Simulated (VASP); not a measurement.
Here is the system:

```
CELL_PARAMETERS angstrom
      3.92590     0.00000     0.00000
      0.00000     3.92590     0.00000
      0.00000     0.00000     3.92590
ATOMIC_POSITIONS crystal
  Sr 0.00000 0.00000 0.00000
  Ti 0.50000 0.50000 0.50000
  O  0.50000 0.00000 0.50000
  O  0.00000 0.50000 0.50000
  O  0.50000 0.50000 0.00000
```

All values below come from optB88-vdW, VASP's PBE PAW potentials (set 64) (plane waves; VASP). Numerical set-up: 520 eV cut-off, 6×6×6 Γ-centred mesh, tetrahedra with Blöchl corrections, potentials Sr_sv Ti_sv O.

Q: What does the run give for the energy per atom (σ→0), band gap (on the k-mesh) with the smallest direct gap where there is one?

A: 
| Property | Value |
|---|---|
| band gap (on the k-mesh) | 1.83 eV |
| smallest direct gap (on the k-mesh) | 2.19 eV |
| energy per atom (σ→0) | -6.178 eV/atom |

The compound is SrTiO3 in the cubic perovskite structure, the ideal cubic form; the compound distorts at low or room temperature. It was relaxed first.
